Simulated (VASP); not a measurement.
```
CELL_PARAMETERS angstrom
      4.50603     0.00000     0.00000
      0.00000     4.50603     0.00000
      0.00000     0.00000     4.50603
ATOMIC_POSITIONS crystal
  Rb 0.00000 0.00000 0.00000
  Ca 0.50000 0.50000 0.50000
  H  0.50000 0.00000 0.50000
  H  0.00000 0.50000 0.50000
  H  0.50000 0.50000 0.00000
```

Method: r2SCAN meta-GGA, VASP's PBE PAW potentials (set 64) (plane waves; VASP). Run with 400 eV cut-off, 5×5×5 Γ-centred mesh, Gaussian smearing of 0.050 eV, potentials Rb_sv Ca_sv H.

Problem. What does the run give for the energy per atom (σ→0)?

Solution. 
| Item | Value |
|---|---|
| energy per atom (σ→0) | -6.756 eV/atom |

The structure comes from a computed database's RbCaH3 entry (Pm-3m); how it stands against other phases isn't given here. It was relaxed first. The start is the result of an earlier pass.
